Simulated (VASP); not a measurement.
RbAlCd2B2:

```
CELL_PARAMETERS angstrom
4.39850 0.00000 0.00000
0.00000 4.39850 0.00000
0.00000 0.00000 5.65996
ATOMIC_POSITIONS crystal
Rb 0.00000 0.00000 0.50000
Al 0.00000 0.00000 0.00000
Cd 0.50000 0.00000 0.00000
Cd 0.00000 0.50000 0.00000
B 0.50000 0.50000 0.72238
B 0.50000 0.50000 0.27762
```

The cell was built by a generator and needn't be a form met in nature.

The cell isn't the ideal one: species swapped into the PrSi2Mo2C type (P4/mmm, No. 123).

* Program: VASP 6.6.1
* Task: relaxation of cell and atoms
* Functional: PBE
* Potentials or basis: VASP PAW PBE potentials, release 64 (Rb_sv, Al, Cd, B)
* Cutoff: 600 eV
* k mesh: 4 × 4 × 4
* Occupations: gaussian, width 0.1 eV
* Spin: no spin polarisation

At the start: pressure 22.5 GPa; volume 18.25 Å³/atom.

How do energy, volume and symmetry change on relaxing?

Over 17 steps the energy falls by 679.4 meV/atom and the volume is 26.06 Å³/atom (+42.8 %); space group P4/mmm (No. 123, to 0.05 Å).

The path:
| step | energy change (eV) | largest force (eV/Å) | pressure (GPa) | volume (Å³) |
| --- | --- | --- | --- | --- |
| 1 | 0.0000 | 0.8055 | 22.46 | 109.50 |
| 2 | -2.6452 | 0.7936 | -0.71 | 154.54 |
| 3 | -2.6555 | 0.7831 | 0.13 | 149.78 |
| 4 | -2.6559 | 0.7831 | -0.03 | 150.66 |
| 5 | -2.7219 | 0.9527 | -0.26 | 151.19 |
| 6 | -2.9817 | 1.5461 | -0.71 | 152.77 |
| 7 | -3.7805 | 2.0100 | -0.88 | 155.90 |
| 8 | 6.1181 | 52.9422 | 17.77 | 162.04 |
| 9 | -3.9090 | 1.6902 | -0.64 | 156.11 |
| 10 | -4.0530 | 0.2867 | 0.22 | 157.17 |
| 11 | -2.6388 | 11.4978 | 5.46 | 159.62 |
| 12 | -4.0544 | 0.0772 | 0.42 | 157.30 |
| 13 | -4.0505 | 0.2755 | -0.81 | 162.36 |
| 14 | -4.0714 | 0.1752 | -0.21 | 159.69 |
| 15 | -4.0701 | 0.4084 | -0.42 | 158.17 |
| 16 | -4.0740 | 0.0955 | -0.31 | 159.02 |
| 17 | -4.0766 | 0.0205 | 0.05 | 156.37 |

Final structure:
```
Rb Al Cd B
1.0
     5.10002    0.00000    0.00000
     0.00000    5.10002    0.00000
     0.00000    0.00000    6.01195
Rb Al Cd B
1 1 2 2
Direct
  0.00000 0.00000 0.50000
  0.00000 0.00000 0.00000
  0.50000 0.00000 0.00000
  0.00000 0.50000 0.00000
  0.50000 0.50000 0.63559
  0.50000 0.50000 0.36441
```

Caveat: the volume moved by over 15 % at a fixed basis, so the end points are rough.
